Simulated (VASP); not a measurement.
A convergence study with VASP on CuZn (CsCl type): one setting is varied, all else stays as given below, so the limit is that of these other settings.

```
CuZn
1.0
    2.95000     0.00000     0.00000
    0.00000     2.95000     0.00000
    0.00000     0.00000     2.95000
Zn Cu
1 1
Direct
  0.50000   0.50000   0.50000
  0.00000   0.00000   0.00000
```

These are PBE GGA, VASP's PBE PAW potentials (set 64) (plane waves; VASP) values and carry that method's errors. The tightest run used: 550 eV cut-off, 22×22×22 Γ-centred mesh, first-order Methfessel-Paxton smearing of 0.10 eV, potentials Zn Cu.

```json
[
 {"setting": "1×1×1 mesh", "E (eV/atom)": "-2.1568", "pressure (GPa)": "12.58", "irreducible k-points": "1"},
 {"setting": "2×2×2 mesh", "E (eV/atom)": "-2.4137", "pressure (GPa)": "-1.76", "irreducible k-points": "4"},
 {"setting": "3×3×3 mesh", "E (eV/atom)": "-2.3180", "pressure (GPa)": "2.72", "irreducible k-points": "4"},
 {"setting": "4×4×4 mesh", "E (eV/atom)": "-2.5277", "pressure (GPa)": "1.30", "irreducible k-points": "10"},
 {"setting": "5×5×5 mesh", "E (eV/atom)": "-2.5091", "pressure (GPa)": "3.07", "irreducible k-points": "10"},
 {"setting": "6×6×6 mesh", "E (eV/atom)": "-2.4629", "pressure (GPa)": "3.04", "irreducible k-points": "20"}
]
```

Q: These are the cheaper rows. Estimate the results at 22×22×22 mesh, and how far the last row shown lies from them.

A: 
| quantity | tightest run | last row shown is off by |
|---|---|---|
| E (eV/atom) | -2.5050 | 0.0422 |
| pressure (GPa) | 2.33 | 0.71 |

Left out are rungs that failed or repeat a setting and relaxations that didn't move; long series are thinned to 24 rows.

The compound is CuZn in the CsCl type structure. The cell was not relaxed at this level. The electron count is odd and the run is not spin-polarised, which forces a metal.
